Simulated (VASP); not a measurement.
Input:

```
CuGaSe2
1.0
   -2.76132     2.76132     5.48029
    2.76132    -2.76132     5.48029
    2.76132     2.76132    -5.48029
Ga Cu Se
2 2 4
Direct
  0.50000   0.50000   0.00000
  0.25000   0.75000   0.50000
  0.00000   0.00000   0.00000
  0.75000   0.25000   0.50000
  0.87500   0.88371   0.50871
  0.11629   0.62500   0.99129
  0.37500   0.36629   0.49129
  0.63371   0.12500   0.00871
```

Computed with LDA (Ceperley-Alder, Perdew-Zunger), VASP's LDA PAW potentials (set 64) (plane waves; VASP 6.6.1). Run with 500 eV cut-off, 6×6×6 Γ-centred mesh, Gaussian smearing of 0.050 eV, potentials Ga_d Cu Se.

Estimate the energy per atom (σ→0), band gap (on the k-mesh) with the smallest direct gap where there is one.

The band gap (on the k-mesh) is 0.20 eV and the smallest direct gap (on the k-mesh) comes out as 0.20 eV. The energy per atom (σ→0) is -4.619 eV/atom.

The absolute energy has meaning only against runs of the same code, potentials and settings.

The compound is CuGaSe2 in the chalcopyrite structure. It was relaxed first.
